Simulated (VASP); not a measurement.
Runs of VASP 6.6.1 on W. It takes space group Im-3m (No. 229, cubic). The conventional cell has a = 3.157 Å, b = 3.157 Å, c = 3.157 Å, α = 90.00°, β = 90.00°, γ = 90.00°. W (site symmetry m-3m) is surrounded by 8 W at 2.73 Å. 

```tsv
level	k mesh	cutoff (eV)	smearing	further INCAR settings	gap on the mesh (eV)	pressure (GPa)
PBEsol	18 × 18 × 18	700	gaussian 0.1 eV	ALGO = Fast; EDIFF = 1e-06	none	0.1
PBEsol	18 × 18 × 18	900	gaussian 0.1 eV	ALGO = Fast; EDIFF = 1e-06	none	0.1
r2SCAN	18 × 18 × 18	520	gaussian 0.1 eV	ALGO = Normal; EDIFF = 1e-06	none	(a)
PBEsol	18 × 18 × 18	520	gaussian 0.5 eV	ALGO = Fast; EDIFF = 1e-06	none	0.1
PBEsol	28 × 28 × 28	520	gaussian 0.1 eV	ALGO = Fast; EDIFF = 1e-06	none	-0.1
```

Alike in all rows: task single point; potentials or basis VASP PAW PBE potentials, release 64 (W_sv); no spin polarisation; cell as given.

Task: Fill in the values left out.

Result: (a) 5.0.

Caveats: the PAW data sets were made with another functional, which shifts forces and pressure a little.

A k mesh can miss the band edges, and the runs leave out spin-orbit coupling on W.

A gap of «none» marks a metal or a gap under the smearing width.

Not every run made on this cell is shown here.
